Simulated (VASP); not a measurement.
# VSe2 (P-3m1) in VASP: notebook

The runs below take VSe2 through relaxation of cell and atoms, with LDA.

Program: VASP 6.6.1. These are calculated values, not measurements. Logs are shortened: lines on timing, memory, paths and dates and some standing lists are left out, and cuts for length are marked.

## (1) The structure

It takes space group P-3m1 (No. 164, trigonal). Conventional cell: a = 3.355 Å, b = 3.355 Å, c = 6.134 Å, α = 90.00°, β = 90.00°, γ = 120.00°. V (site symmetry -3m) is surrounded by 6 Se at 2.47 Å. Around Se (site symmetry 3m) lie 3 V at 2.47 Å.

## (2) Relaxation of cell and atoms, LDA, collinear spin, ferromagnetic start

The input, INCAR:

```
SYSTEM = VSe2
PREC     = Accurate       ! precision mode
ENCUT    = 520            ! plane-wave cutoff, eV
EDIFF    = 1E-7           ! SCF threshold, eV
ISMEAR   = 0              ! smearing method
SIGMA    = 0.02           ! smearing width, eV
LREAL    = .False.        ! projectors in reciprocal space
LASPH    = .True.         ! aspherical terms in the spheres
NELM     = 100            ! most SCF steps
ALGO     = Normal         ! electronic algorithm
ISIF     = 3              ! what is computed and relaxed
LWAVE    = .False.        ! write WAVECAR
LCHARG   = .False.        ! write CHGCAR
ISPIN    = 2              ! spin polarisation
MAGMOM   = 1 0 0          ! initial moments
LORBIT   = 11             ! projections on sites
LMAXMIX  = 4              ! l up to which the mixer works
GGA      = CA             ! functional
IBRION   = 2              ! ionic algorithm
NSW      = 80             ! ionic steps
EDIFFG   = -0.002         ! ionic threshold
```

The input, KPOINTS:

```
regular mesh
0
Gamma
  12 12 6
  0 0 0
```

The input, POSCAR:

```
VSe2
1.0
    3.3550000000      0.0000000000      0.0000000000
   -1.6775000000      2.9055152300      0.0000000000
    0.0000000000      0.0000000000      6.1340000000
V Se
1 2
Direct
    0.0000000000      0.0000000000      0.0000000000
    0.3333333300      0.6666666700      0.2500000000
    0.6666666700      0.3333333300      0.7500000000
```

Potentials or basis: VASP PAW LDA potentials, release 64 (V_sv, Se).

Launch:

```sh
$ cat potpaw_LDA.64/V_sv/POTCAR potpaw_LDA.64/Se/POTCAR > POTCAR
$ mpirun -np 1 vasp_std > vasp.out
```

OUTCAR:

```text
SYSTEM = VSe2
   PREC = Accurate
   ENCUT = 520
   EDIFF = 1E-7
   ISMEAR = 0
   LREAL = .False.
   LASPH = .True.
   NELM = 100
   ISIF = 3
   ISPIN = 2
   LORBIT = 11
   GGA = CA
   IBRION = 2
   NSW = 80
   EDIFFG = -0.002

 ion  position               nearest neighbor table
   1  0.000  0.000  0.000-   2 2.47   3 2.47   3 2.47   2 2.47   3 2.47   2 2.47
   2  0.333  0.667  0.250-   1 2.47   1 2.47   1 2.47
   3  0.667  0.333  0.750-   1 2.47   1 2.47   1 2.47

  LATTYP: Found a hexagonal cell.
 ALAT       =     3.3550000000
 C/A-ratio  =     1.8283159463

  Lattice vectors:

 A1 = (   3.3550000000,   0.0000000000,   0.0000000000)
 A2 = (  -1.6775000000,   2.9055152300,   0.0000000000)
 A3 = (   0.0000000000,   0.0000000000,   6.1340000000)

Analysis of symmetry for initial positions (statically):
=====================================================================
 Subroutine PRICEL returns:
 Original cell was already a primitive cell.

 Routine SETGRP: Setting up the symmetry group for a
 hexagonal supercell.

 Subroutine GETGRP returns: Found 12 space group operations
 (whereof 12 operations were pure point group operations)
 out of a pool of 24 trial point group operations.

The static configuration has the point symmetry D_3d.

Analysis of symmetry for dynamics (positions and initial velocities):
=====================================================================
 Subroutine PRICEL returns:
 Original cell was already a primitive cell.

 Routine SETGRP: Setting up the symmetry group for a
 hexagonal supercell.

 Subroutine GETGRP returns: Found 12 space group operations
 (whereof 12 operations were pure point group operations)
 out of a pool of 24 trial point group operations.

The dynamic configuration has the point symmetry D_3d.

Analysis of structural, dynamic, and magnetic symmetry:
=====================================================================
 Subroutine PRICEL returns:
 Original cell was already a primitive cell.

 Routine SETGRP: Setting up the symmetry group for a
 hexagonal supercell.

 Subroutine GETGRP returns: Found 12 space group operations
 (whereof 12 operations were pure point group operations)
 out of a pool of 24 trial point group operations.

The overall configuration has the point symmetry D_3d.

 Subroutine INISYM returns: Found 12 space group operations
 (whereof 12 operations are pure point group operations),
 and found     1 'primitive' translations

[... 121 lines left out ...]
   GGA     = CA    functional components
   LHFCALC =     F    Hartree Fock is set to
   AEXX    =    0.0000 exact exchange contribution
   IVDW    =     0    specifies the selected vdW correction
   LEPSILON=     F    determine dielectric tensor
   LRPA    =     F    only Hartree local field effects (RPA)
 conjugate gradient relaxation of ions
 spin polarized calculation
 Gauss-broadening in eV      SIGMA  =   0.02
  energy-cutoff  :      520.00
  volume of cell :       59.79
 maximum number of plane-waves:      1636
 NGX is ok and might be reduce to    28
   NGX = 13   NGY = 13   NGZ = 23

--------------------------------------- Ionic step        1  -------------------------------------------

 number of electron      25.0000001 magnetization       0.1899169

 Free energy of the ion-electron system (eV)
  ---------------------------------------------------
  ext. energy  EPLUGINS =         0.00000000
  ---------------------------------------------------
  free energy    TOTEN  =       -20.38622501 eV

  energy without entropy =      -20.38565516  energy(sigma->0) =      -20.38594009

------------------------ aborting loop because EDIFF is reached ----------------------------------------

  FORCE on cell =-STRESS in cart. coord.  units (eV):
  Direction    XX          YY          ZZ          XY          YZ          ZX
  --------------------------------------------------------------------------------------
  -------------------------------------------------------------------------------------
  Total       -2.1741108     -2.1741108     -0.8526647      0.0000000     -0.0000000     -0.0000000
  in kB      -58.2549465    -58.2549465    -22.8470135      0.0000000     -0.0000000     -0.0000000
  external PRESSURE =     -46.4523021 kB  Pullay stress =       0.0000000 kB
[... 92 lines left out ...]
  FREE ENERGIE OF THE ION-ELECTRON SYSTEM (eV)
  ---------------------------------------------------
  free  energy   TOTEN  =       -20.4376921402 eV

  energy  without entropy=      -20.4370764717  energy(sigma->0) =      -20.43738431

[... ionic steps 4 to 16 ...]

--------------------------------------- Ionic step       17  -------------------------------------------

 number of electron      24.9999997 magnetization       0.0000003

 number of electron      24.9999997 magnetization      -0.0000005
[... 75 lines left out ...]
 number of electron      24.9999997 magnetization      -0.0000002

 number of electron      24.9999997 magnetization       0.0000004

 Free energy of the ion-electron system (eV)
  ---------------------------------------------------
  ext. energy  EPLUGINS =         0.00000000
  ---------------------------------------------------
  free energy    TOTEN  =       -20.46416280 eV

  energy without entropy =      -20.46358534  energy(sigma->0) =      -20.46387407

 E-fermi :   6.4320     XC(G=0): -11.1333

 val. band max:        6.4203675261   @ k =   0.1667   0.0833   0.1667
 cond. band min:       6.4396712458   @ k =   0.1667   0.0000   0.3333
 fundamental gap:      0.0193037196
 Fermi energy:         6.4319566037

 spin component 1

 k-point     1 :       0.0000    0.0000    0.0000
  band No.  band energies     occupation
      1     -57.3849      1.00000
      2     -31.6634      1.00000
      3     -31.6634      1.00000
      4     -31.6123      1.00000
      5      -8.6799      1.00000
      6      -7.0486      1.00000
[... 459 lines left out ...]
      6      -6.9520      1.00000
[... 9 lines left out ...]
     16       9.0471      0.00000
     17       9.5067      0.00000

 [... further k-points ...]

 spin component 2

 k-point     1 :       0.0000    0.0000    0.0000
  band No.  band energies     occupation
      1     -57.3849      1.00000
      2     -31.6634      1.00000
      3     -31.6634      1.00000
      4     -31.6123      1.00000
      5      -8.6799      1.00000
      6      -7.0486      1.00000
[... 501 lines left out ...]
  FREE ENERGIE OF THE ION-ELECTRON SYSTEM (eV)
  ---------------------------------------------------
  free  energy   TOTEN  =       -20.4641628045 eV

  energy  without entropy=      -20.4635853408  energy(sigma->0) =      -20.46387407

 reached required accuracy - stopping structural energy minimisation

 total charge

# of ion       s       p       d       tot
------------------------------------------
    1        2.250   6.235   3.138  11.624
    2        1.486   2.330   0.062   3.878
    3        1.486   2.330   0.062   3.878
--------------------------------------------------
tot          5.223  10.895   3.262  19.380

 magnetization (x)

# of ion       s       p       d       tot
------------------------------------------
    1       -0.000  -0.000  -0.000  -0.000
    2       -0.000   0.000  -0.000   0.000
    3       -0.000   0.000  -0.000   0.000
--------------------------------------------------
tot         -0.000   0.000  -0.000  -0.000
```

OSZICAR:

```text
N       E                     dE             d eps       ncg     rms          rms(c)
DAV:   1     0.199401821146E+03    0.19940E+03   -0.12440E+04  6880   0.141E+03
DAV:   2    -0.956286621388E+01   -0.20896E+03   -0.20604E+03  7384   0.368E+02
DAV:   3    -0.229045071243E+02   -0.13342E+02   -0.12968E+02  8031   0.842E+01
DAV:   4    -0.231664000652E+02   -0.26189E+00   -0.26145E+00  7830   0.110E+01
[... 195 lines left out ...]
       N       E                     dE             d eps       ncg     rms          rms(c)
DAV:   1    -0.204641638174E+02   -0.13172E-05   -0.29823E-05  6920   0.618E-02    0.120E-02
DAV:   2    -0.204641657636E+02   -0.19462E-05   -0.41496E-05  7844   0.497E-02    0.144E-02
DAV:   3    -0.204641628680E+02    0.28956E-05   -0.21707E-05  7828   0.337E-02    0.313E-03
DAV:   4    -0.204641628045E+02    0.63558E-07   -0.43470E-07  6726   0.588E-03
  19 F= -.20464163E+02 E0= -.20463874E+02  d E =-.306396E-06  mag=    -0.0000
```

Wall time 15 min (1 thread of Intel Xeon 6975P-C (Granite Rapids), shared host); peak memory 0.32 GiB.

Results:

- Free energy: -20.4642 eV
- Relaxed volume: 18.24 Å³/atom
- Relaxed cell: a = 3.255 Å, b = 3.255 Å, c = 5.966 Å, α = 90.00°, β = 90.00°, γ = 120.00°
- Space group after relaxing (to 0.05 Å): P-3m1 (No. 164)
- Energy gained by relaxing: 26.0 meV/atom
- Ionic steps: 19
- Pressure after relaxing: 0.0 GPa
- Band gap on the k mesh: none (metal or under the smearing width)
- Net moment: 0.00 μB per cell
- Valence electrons inside the program's atomic spheres: V 11.62; Se 3.88

Step by step:
| step | energy change (eV) | largest force (eV/Å) | pressure (GPa) | volume (Å³) |
| --- | --- | --- | --- | --- |
| 1 | 0.0000 | 0.0526 | -4.65 | 59.79 |
| 2 | -0.0276 | 0.8669 | 4.54 | 54.92 |
| 3 | -0.0515 | 0.4756 | 0.45 | 56.81 |
| 4 | -0.0706 | 0.1153 | 0.03 | 56.22 |
| 5 | -0.0708 | 0.0815 | -0.01 | 56.17 |
| 6 | -0.0718 | 0.0566 | -0.22 | 56.15 |
| 7 | -0.0736 | 0.0167 | -0.84 | 56.10 |
| 8 | -0.0740 | 0.0071 | -0.77 | 56.02 |
| 9 | -0.0752 | 0.0221 | -0.53 | 55.79 |
| 10 | -0.0766 | 0.0800 | -0.03 | 55.32 |
| 11 | -0.0751 | 0.1948 | 1.07 | 54.38 |
| 12 | -0.0768 | 0.1121 | 0.27 | 55.07 |
| 13 | -0.0773 | 0.0891 | 0.22 | 54.93 |
| 14 | -0.0778 | 0.0402 | 0.17 | 54.63 |
| 15 | -0.0779 | 0.0130 | -0.04 | 54.74 |
| 16 | -0.0779 | 0.0055 | -0.09 | 54.77 |
| 17 | -0.0779 | 0.0043 | -0.05 | 54.75 |
| 18 | -0.0779 | 0.0028 | 0.01 | 54.72 |
| 19 | -0.0779 | 0.0008 | 0.00 | 54.72 |

Final structure:
```cif
data_structure
_symmetry_space_group_name_H-M 'P 1'
_symmetry_Int_Tables_number 1
_cell_length_a 3.2545
_cell_length_b 3.2545
_cell_length_c 5.9656
_cell_angle_alpha 90.000
_cell_angle_beta 90.000
_cell_angle_gamma 120.000
_cell_volume 54.72
loop_
_atom_site_label
_atom_site_type_symbol
_atom_site_fract_x
_atom_site_fract_y
_atom_site_fract_z
_atom_site_occupancy
V1 V 0.00000 0.00000 0.00000 1
Se1 Se 0.33333 0.66667 0.26118 1
Se2 Se 0.66667 0.33333 0.73882 1
```

With open d or f shells a metallic result of LDA can be an artefact of self-interaction; +U or a hybrid may open a gap. LDA usually gives volumes a few per cent too small.

[end of part 1 of 2]
